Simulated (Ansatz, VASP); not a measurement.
# LiF (LiF (Fm-3m)) in two plane-wave programs

Aim: how closely do two programs agree when they are given the same cell, functional and k mesh? The cell is taken from a series of runs on this material, whose earlier steps may have relaxed, scaled, displaced or heated it; both programs get it as it stands.

Main program and level: Ansatz 0.2.0; plane waves, with VASP 6.6.1 beside it; single point at PBE0.

## (1) The structure

The structure is cubic, space group Fm-3m (No. 225). Conventional cell: a = 4.007 Å, b = 4.007 Å, c = 4.007 Å, α = 90.00°, β = 90.00°, γ = 90.00°. Nearest to Li lie 6 F at 2.00 Å. F has 6 Li at 2.00 Å nearest. Farther neighbours and most contacts between anions are not listed.

## (2) Ansatz: single point, PBE0

Ansatz runs on its PAW soft_1 files.

With cell and atoms fixed, the geometry can't cause a difference; cores, projectors, grids and the points listed under the comparison can.

input.yaml

```yaml
crystal:
  lattice:
    - [0.0, 2.00329319, 2.00329319]
    - [2.00329319, 0.0, 2.00329319]
    - [2.00329319, 2.00329319, 0.0]
  atoms:
    - { symbol: Li, position: [0.0, 0.0, 0.0] }
    - { symbol: F, position: [0.5, 0.5, 0.5] }
basis:
  ecutwfc: 420.0
  ecutrho_ratio: 4
  xc_grid: 2
  fft_grid_basis: typed
  precision: f64
kpoints:
  mp_grid: { grid: [4, 4, 4] }
  band_path: { path: [VBM, CBM], npoints: 1 }
hamiltonian:
  xc: pbe0
  pseudopotentials:
    kind: paw
    azcp: { folder: soft_1, Li: "soft_1/Li.paw.azcp", F: "soft_1/F.paw.azcp" }
scf:
  max_iter: 80
  occupations: { method: fixed }
output:
  forces: true
checkpoint:
  write: "../host.hyb.run"
  compress: false
  write_wavefunctions: true
  write_every: 100000
```

The run is started by

```
$ ansatz run input.yaml --threads 32 --pin off --max-ram 84787MiB --backend cuda --events-out ev --progress --plain --runs-dir out --max-vram 78GiB
```

Numbers of over 12 decimals in the logs are rounded to 6 here.

Log:

```text
Engine: ansatz 0.2.0, aarch64-unknown-linux-gnu
Pseudopotentials: kind: paw
Pseudopotential: Li, paw, valence charge 3, recommended cutoff 420 eV (normal), soft_1/Li.paw.azcp
Pseudopotential: F, paw, valence charge 7, recommended cutoff 420 eV (normal), soft_1/F.paw.azcp
Functional definition: PBE0
  parameter a = 0.25
  parameter kappa = 0.804
  parameter beta = 0.066725
  exchange = (1 - a)*pbe_x(kappa = kappa, mu = beta*pi^2/3) + a*exact_x
  correlation = pbe_c(beta = beta)
davidson cushion auto → on  (no smearing: the cushion is to keep the highest requested band from converging to the state above it; pin scf.eigensolver.cushion to override)
device memory: the entry about to start is reckoned to put 1.5 GiB on a device that reports 168.1 GiB free (of which the cap on the GPU budget leaves the run 78.0 GiB)
GPU FFT provider: cuFFT
GPU libraries: cuBLAS 13.8.1, cuFFT 12.4.0, cuSOLVER 12.3.2
Crystal: 2 atoms, lattice volume = 16.079 Å³
Basis set: ecut = 420 eV, 331 PW (Γ), exchange–correlation on 40×40×40 points (8 copies of the dense FFT grid, shifted against one another)
Bands: 9, of which v1, the nominal top of the filled ones, is band 5 counted from 1 (4 counted from 0)
Symmetry: 48 space group operations
Space group: Fm-3m (ITA 225), of the structure as read, at distance tolerance 2.5e-5 Å
k-points: 8 of 64
Non-local potential: Li, projectors of the file, l = 0: 3, l = 1: 2, l = 2: 1
Non-local potential: F, projectors of the file, l = 0: 2, l = 1: 2, l = 2: 1
PAW form: soft (Blöchl's): semilocal exchange-correlation on the pseudo side does not see the compensation charge
PAW frozen core: F, regenerated for the run's functional, and the local potential with it (the file was generated under x = pbe(κ = 0.804, μ = 0.219515), c = pbe(β = 0.066725))
PAW one-centre angular grid: Li, 110 points (default); XC on 96 Gauss nodes
PAW one-centre angular grid: F, 110 points (default); XC on 64 Gauss nodes
Initial density: superposition of atomic densities (chi_scale 0.1, normalization cell, long waves kept (reshape's long-wave potential 0.00 eV rms))
Initial wavefunctions: pseudopotential atomic-orbital guess
GPU buffer pool allocated for 8000 grid points (all kernels)
GPU transforms: local potential and band sums: pruned to the plane-wave sphere, on 18×20×20
Functional: x = pbe(κ = 0.804, μ = 0.219515), c = pbe(β = 0.066725), warm-up for x = 0.75 pbe(κ = 0.804, μ = 0.219515) + 0.25 exact, c = pbe(β = 0.066725)
SCF iter   1: F=—  HF=-1016.032790 eV  |Δ(HF+E_count)|=         —  Δρ=5.97e-2  dr2=3.00e-1  Hψ=263
preconditioner: auto → none  [insulator: Δε(μ)=8.402 eV  Ē_g=22.119 eV  n_scr=0 (ndim 8)  ℏωp=26.2 eV  f_vac=0.000]
SCF iter   2: F=—  HF=-1016.133162 eV  |Δ(HF+E_count)|=   1.00e-1  Δρ=3.25e-2  dr2=8.35e-2  Hψ=208
SCF iter   3: F=—  HF=-1016.169182 eV  |Δ(HF+E_count)|=   3.60e-2  Δρ=1.68e-2  dr2=2.19e-2  Hψ=220
iter 4 solved again at ethr=1.40e-6 eV; its pass at ethr=2.19e-4 eV (dr2=1.40e-4 eV) is discarded
SCF iter   4: F=-1016.167285 eV  HF=-1016.167160 eV  |Δ(HF+E_count)|=   2.02e-3  Δρ=1.54e-3  dr2=1.43e-4  Hψ=397
SCF 1 stopped early in 4 iterations: F = -1016.167285 eV  dr2 = 1.43e-4
  greatest PAW one-centre occupation: 1.000 electrons in one spin orbital (limit 2), on the Li atom at site 0 (counted from 0), in its partial waves of l = 0
device memory: the entry about to start is reckoned to put 1.7 GiB on a device that reports 168.1 GiB free (of which the cap on the GPU budget leaves the run 78.0 GiB)
GPU FFT provider: cuFFT
GPU libraries: cuBLAS 13.8.1, cuFFT 12.4.0, cuSOLVER 12.3.2
Initial density: handed on by an earlier stage of this run
Initial wavefunctions: those handed on with the density
GPU buffer pool allocated for 8000 grid points (all kernels)
GPU transforms: local potential and band sums: pruned to the plane-wave sphere, on 18×20×20
Functional: x = 0.75 pbe(κ = 0.804, μ = 0.219515) + 0.25 exact, c = pbe(β = 0.066725)
Exchange kernel: α = 0.2500, full range, Wigner–Seitz truncation, v(0) = 3533.5221 eV·Å³, q-mesh 4×4×4, nearest image of the exchange supercell L = 11.33 Å, pair-density grid 12×12×12, without the augmentation charges, whose exchange is taken in its separable form by FFT convolution over the k-point mesh (sized by the pseudopotential files, 16×16×16 at the most), smooth part of the exact exchange by density-matrix co
Frozen-core exchange: fock
SCF iter   1: F=—  HF=-1016.261260 eV  |Δ(HF+E_count)|=         —  Δρ=7.80e-3  dr2=9.60e-3  Hψ=301
preconditioner: auto → none  [insulator: Δε(μ)=12.361 eV  Ē_g=26.734 eV  n_scr=0 (ndim 8)  ℏωp=26.2 eV  f_vac=0.000]
SCF iter   2: F=—  HF=-1016.258905 eV  |Δ(HF+E_count)|=   2.35e-3  Δρ=3.44e-3  dr2=1.36e-3  Hψ=220
SCF iter   3: F=—  HF=-1016.261106 eV  |Δ(HF+E_count)|=   2.20e-3  Δρ=5.47e-4  dr2=5.07e-5  Hψ=195
SCF iter   4: F=-1016.261114 eV  HF=-1016.261114 eV  |Δ(HF+E_count)|=   8.34e-6  Δρ=5.03e-5  dr2=1.29e-6  Hψ=221
SCF 2 stopped early in 4 iterations: F = -1016.261114 eV  dr2 = 1.29e-6
  greatest PAW one-centre occupation: 0.999 electrons in one spin orbital (limit 2), on the Li atom at site 0 (counted from 0), in its partial waves of l = 0
hybrid outer 1: dexx = +2.930e-3 eV, tail = 6.73e-6 eV
GPU FFT provider: cuFFT
GPU libraries: cuBLAS 13.8.1, cuFFT 12.4.0, cuSOLVER 12.3.2
GPU buffer pool allocated for 8000 grid points (all kernels)
GPU transforms: local potential and band sums: pruned to the plane-wave sphere, on 18×20×20
Exchange kernel: α = 0.2500, full range, Wigner–Seitz truncation, v(0) = 3533.5221 eV·Å³, q-mesh 4×4×4, nearest image of the exchange supercell L = 11.33 Å, pair-density grid 12×12×12, without the augmentation charges, whose exchange is taken in its separable form by FFT convolution over the k-point mesh (sized by the pseudopotential files, 16×16×16 at the most), smooth part of the exact exchange by density-matrix co
Frozen-core exchange: fock
SCF iter   1: F=—  HF=-1016.261252 eV  |Δ(HF+E_count)|=         —  Δρ=9.47e-5  dr2=4.02e-7  Hψ=183
preconditioner: auto → none  [insulator: Δε(μ)=12.316 eV  Ē_g=26.657 eV  n_scr=0 (ndim 8)  ℏωp=26.2 eV  f_vac=0.000]
SCF iter   2: F=-1016.261252 eV  HF=-1016.261252 eV  |Δ(HF+E_count)|=   4.40e-8  Δρ=1.21e-5  dr2=1.49e-8  Hψ=218
SCF 3 converged in 2 iterations: F = -1016.261252 eV  dr2 = 1.49e-8
  Residual-converged pass: ⟨swp⟩=2.8  Hψ=149  notcnv=0  max |occ|·‖R‖ = 5.6e-6 eV (tolerance 6.7e-6 eV)  dr2=1.50e-8  dr2_onsite=2.28e-9  max |Δocc| = 0.0e0
hybrid outer 2: dexx = +8.604e-8 eV, tail = 3.63e-8 eV, Δε = 1.63e-3 eV (about 1.53e-4 eV left of the loop's levels)
device memory: the entry about to start is reckoned to put 0.3 GiB on a device that reports 168.0 GiB free (of which the cap on the GPU budget leaves the run 78.0 GiB)
NSCF: frozen V_eff on 16 k-points, pencils in batches of 32, up to order 44
device memory: the entry about to start is reckoned to put 0.3 GiB on a device that reports 168.0 GiB free (of which the cap on the GPU budget leaves the run 78.0 GiB)
NSCF: frozen V_eff on 16 k-points, pencils in batches of 32, up to order 44
device memory: the entry about to start is reckoned to put 0.2 GiB on a device that reports 168.0 GiB free (of which the cap on the GPU budget leaves the run 78.0 GiB)
NSCF: frozen V_eff on 15 k-points
device memory: the entry about to start is reckoned to put 0.2 GiB on a device that reports 168.0 GiB free (of which the cap on the GPU budget leaves the run 78.0 GiB)
NSCF: frozen V_eff on 2 k-points
device memory: the entry about to start is reckoned to put 0.2 GiB on a device that reports 168.0 GiB free (of which the cap on the GPU budget leaves the run 78.0 GiB)
NSCF: frozen V_eff on 8 k-points
device memory: the entry about to start is reckoned to put 0.2 GiB on a device that reports 168.0 GiB free (of which the cap on the GPU budget leaves the run 78.0 GiB)
NSCF: frozen V_eff on 8 k-points
device memory: the entry about to start is reckoned to put 0.2 GiB on a device that reports 168.0 GiB free (of which the cap on the GPU budget leaves the run 78.0 GiB)
NSCF: frozen V_eff on 8 k-points
device memory: the entry about to start is reckoned to put 0.2 GiB on a device that reports 168.0 GiB free (of which the cap on the GPU budget leaves the run 78.0 GiB)
NSCF: frozen V_eff on 6 k-points
device memory: the entry about to start is reckoned to put 0.2 GiB on a device that reports 168.0 GiB free (of which the cap on the GPU budget leaves the run 78.0 GiB)
NSCF: frozen V_eff on 2 k-points
device memory: the entry about to start is reckoned to put 0.2 GiB on a device that reports 168.0 GiB free (of which the cap on the GPU budget leaves the run 78.0 GiB)
NSCF: frozen V_eff on 5 k-points
device memory: the entry about to start is reckoned to put 0.2 GiB on a device that reports 168.0 GiB free (of which the cap on the GPU budget leaves the run 78.0 GiB)
NSCF: frozen V_eff on 2 k-points
device memory: the entry about to start is reckoned to put 0.2 GiB on a device that reports 168.0 GiB free (of which the cap on the GPU budget leaves the run 78.0 GiB)
NSCF: frozen V_eff on 6 k-points
device memory: the entry about to start is reckoned to put 0.2 GiB on a device that reports 168.0 GiB free (of which the cap on the GPU budget leaves the run 78.0 GiB)
NSCF: frozen V_eff on 2 k-points
hybrid SCF converged: 2 outer / 6 inner (+4 warm-up), last move |dexx| = 8.60e-8 eV, tail = 3.63e-8 eV
Stability not checked: this state was not tested for a lower state beside it, because the functional holds exact exchange (a hybrid, or Hartree-Fock), whose exchange loop this test does not read (fock_operator; see scf.lower_state_search)
Free energy (F): -1016.261252 eV
Frozen-core exchange: fock
Harris-Foulkes:  -1016.261252 eV  (|F-HF|=2.98e-10)
Internal energy: -1016.261252 eV  (E = F + TS)
E sigma→0 (E₀):  -1016.261252 eV
Fermi energy:    -1.049578 eV
--- Per-component energies (eV) ---
  E_band       = -145.971132
  E_kinetic    = 218.044534
  E_local      = -650.197799  (includes V_loc(G=0)·N_el)
  E_nonlocal   = 66.455000
  E_hartree    = 226.649227
  E_xc         = -67.398647
  E_vxc        = -86.510153  (∫ρ·V_xc dr)
  E_exx        = -42.591967  (= α·E_x^exact, valence–valence)
  E_paw        = -207.086634  (= ΣΔE_a)
  E_vpaw       = -61.880197  (= ΣTr[D̂ρ^β])
  E_aug_tail   = 0.000983  (compensation charges beyond the density's cutoff)
  E_ewald      = -560.107324
  E_core_change = -0.028621  (= ΣΔE_core)
  E_smearing   = -0.000000  (= −TS)
  E_closure    = -0.000003  (closes the sum)
  Σ components = -1016.261252   (vs F -1016.261252, Δ=1.14e-13)
--- Forces (eV/Å), atoms counted from 1 ---
  atom   1  Li    -0.00000000    -0.00000000    -0.00000000
  atom   2  F      0.00000000    -0.00000000     0.00000000
  max |Σ_I F_I| component: 2.05e-29 eV/Å
--- Band table (eV; the first three rows and the last of 8) ---
  k-point 0: bands = ["-43.9608", "-22.6645", "-1.0496", "-1.0496", "-1.0496", "11.2669", "26.6826"]
  k-point 1: bands = ["-43.9289", "-22.4421", "-2.5166", "-1.1783", "-1.1783", "12.5689", "20.3434"]
  k-point 2: bands = ["-43.8970", "-22.2026", "-3.7705", "-1.3004", "-1.3004", "12.9391", "19.3269"]
  k-point 7: bands = ["-43.8788", "-21.9464", "-3.2720", "-3.2720", "-1.9183", "17.4480", "17.4480"]
  guard bands above this table: 2 of the run's 9 bands. The solve was not asked for them (output.publish_guard_bands: true or output.eigenvalues: true publishes all)
```

(Continued in part 2 of 2.)

[Lines on the potential files, build, host, timing and source positions are cut from VASP's logs without a mark.]

[Logs are printed without paths, hosts, clocks, repeated set-up lines and the standing remarks that a program may print on its own settings, such as how far it seeks lower states.]

[Hosts, paths, dates, database ids (printed as entryN), source tags and the programs' standing remarks are cut or masked in the printed files.]
